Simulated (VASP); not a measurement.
Given:

```xyz
4
Lattice="1.4998 -4.6142 0.0000 1.4998 4.6142 0.0000 0.0000 0.0000 4.6975" Properties=species:S:1:pos:R:3 pbc="T T T"
Ge     1.4998    -1.3114     1.1744
Ge     1.4998     1.3114     3.5231
Pt     1.4998    -3.8025     1.1744
Pt     1.4998     3.8025     3.5231
```

Level of theory: r2SCAN meta-GGA, VASP's PBE PAW potentials (set 64) (plane waves; VASP). Settings: 400 eV cut-off, 12×12×7 Γ-centred mesh, tetrahedra with Blöchl corrections, potentials Ge_d Pt.

Problem. Give the energies of bands 14 to 27 at the high-symmetry points, in eV from the Fermi level.

Solution. 
```csv
band,Γ,Y,C0,Z,A0,T,S,R
14,-5.16,-5.33,-6.12,-6.26,-5.89,-8.18,-6.34,-5.88
15,-4.98,-5.13,-5.99,-4.75,-5.33,-4.84,-6.20,-5.17
16,-4.26,-4.92,-4.70,-4.75,-5.33,-4.84,-5.68,-5.17
17,-4.16,-4.75,-4.34,-3.76,-3.84,-4.77,-4.52,-4.36
18,-3.08,-4.67,-4.21,-3.76,-3.84,-4.77,-3.85,-4.36
19,-3.03,-3.05,-3.73,-3.55,-3.57,-3.20,-3.76,-2.77
20,-2.98,-2.98,-2.78,-3.55,-3.57,-3.20,-2.64,-2.77
21,-2.82,-2.53,-2.60,-2.05,-2.05,-2.22,-1.59,-2.14
22,-1.96,-1.87,-1.05,-2.05,-2.05,-2.22,-1.36,-2.14
23,-1.65,-1.40,-0.52,-1.53,-1.40,-1.62,-0.44,-0.95
24,-0.95,-1.16,-0.47,-1.53,-1.40,-1.62,0.32,-0.95
25,-0.15,1.11,0.54,1.48,-0.23,5.29,1.36,-0.18
26,2.60,1.94,3.41,1.48,-0.23,5.29,2.54,-0.18
27,2.71,3.81,3.69,7.14,3.44,6.12,2.65,2.66
```

It has no gap at this level: it comes out as a metal or semimetal.

The structure was generated: GePt was put into the CrB type (Cmcm), which need not be its known phase. It was relaxed first, which changed the volume by -42 %.
